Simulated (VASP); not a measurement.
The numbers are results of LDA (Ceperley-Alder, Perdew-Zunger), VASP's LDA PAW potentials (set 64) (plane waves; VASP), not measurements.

A VASP calculation is set up with these files.

POSCAR:
```
BP
1.0
  0.0000000000   2.2065303606   2.2065303606
  2.2065303606   0.0000000000   2.2065303606
  2.2065303606   2.2065303606   0.0000000000
B P
1 1
Cartesian
  0.0000000000   0.0000000000   0.0000000000
  1.1032651803   1.1032651803   1.1032651803
```

**INCAR**
```
SYSTEM = BP
PREC = Accurate
ENCUT = 620
EDIFF = 1E-6
NELM = 100
ALGO = Normal
LREAL = .FALSE.
LASPH = .TRUE.
ISMEAR = 0
SIGMA = 0.05
LWAVE = .FALSE.
LCHARG = .FALSE.
IBRION = 2
ISIF = 3
NSW = 40
EDIFFG = -0.02
PSTRESS = 100
```

File KPOINTS:
```
Automatic mesh
0
gamma
  10 10 10
0 0 0
```

POTCAR, in this order: B P (LDA.64 set). Program: vasp_std.

What VASP printed:

OSZICAR:
```
       N       E                     dE             d eps       ncg     rms          rms(c)
DAV:   1     0.102169595091E+02    0.10217E+02   -0.46712E+03   752   0.104E+03
DAV:   2    -0.150973820026E+02   -0.25314E+02   -0.24292E+02  1136   0.122E+02
DAV:   3    -0.153996868641E+02   -0.30230E+00   -0.30230E+00   920   0.168E+01
DAV:   4    -0.154004276291E+02   -0.74076E-03   -0.74076E-03  1192   0.766E-01
DAV:   5    -0.154004279775E+02   -0.34843E-06   -0.34843E-06   936   0.136E-02    0.827E+00
DAV:   6    -0.145234409293E+02    0.87699E+00   -0.22374E+00   856   0.848E+00    0.438E+00
DAV:   7    -0.143804886615E+02    0.14295E+00   -0.39161E-01  1136   0.383E+00    0.135E+00
DAV:   8    -0.143669101118E+02    0.13579E-01   -0.37615E-02   848   0.129E+00    0.279E-01
DAV:   9    -0.143669379163E+02   -0.27804E-04   -0.52173E-04  1072   0.220E-01    0.180E-01
DAV:  10    -0.143669286477E+02    0.92685E-05   -0.12479E-04   808   0.798E-02    0.269E-02
DAV:  11    -0.143669308577E+02   -0.22100E-05   -0.46004E-06  1104   0.162E-02    0.389E-02
DAV:  12    -0.143669306759E+02    0.18183E-06   -0.11984E-06   416   0.630E-03
   1 F= -.13025868E+02 E0= -.13025868E+02  d E =-.130259E+02
```

**OUTCAR**
```
------------------------ aborting loop because EDIFF is reached ----------------------------------------
  FORCE on cell =-STRESS in cart. coord.  units (eV):
  Direction    XX          YY          ZZ          XY          YZ          ZX
  --------------------------------------------------------------------------------------
  Total        1.3370824      1.3370824      1.3370824      0.0000000      0.0000000      0.0000000
  in kB       99.7031874     99.7031874     99.7031874      0.0000000      0.0000000      0.0000000
  external PRESSURE =      -0.2968126 kB  Pullay stress =     100.0000000 kB
  volume of cell :       21.49
      direct lattice vectors                 reciprocal lattice vectors
     0.000000000  2.206530361  2.206530361    -0.226600100  0.226600100  0.226600100
     2.206530361  0.000000000  2.206530361     0.226600100 -0.226600100  0.226600100
     2.206530361  2.206530361  0.000000000     0.226600100  0.226600100 -0.226600100
  FREE ENERGIE OF THE ION-ELECTRON SYSTEM (eV)
  ---------------------------------------------------
  free  energy   TOTEN  =       -14.3669306759 eV

  energy  without entropy=      -14.3669306759  energy(sigma->0) =      -14.36693068
  enthalpy is  TOTEN    =       -13.0258678142 eV   P V=        1.3410628617

 reached required accuracy - stopping structural energy minimisation
```
(Selected blocks of OUTCAR.)

The compound is BP in the zinc blende structure. It was relaxed first under an external pressure of 10 GPa.
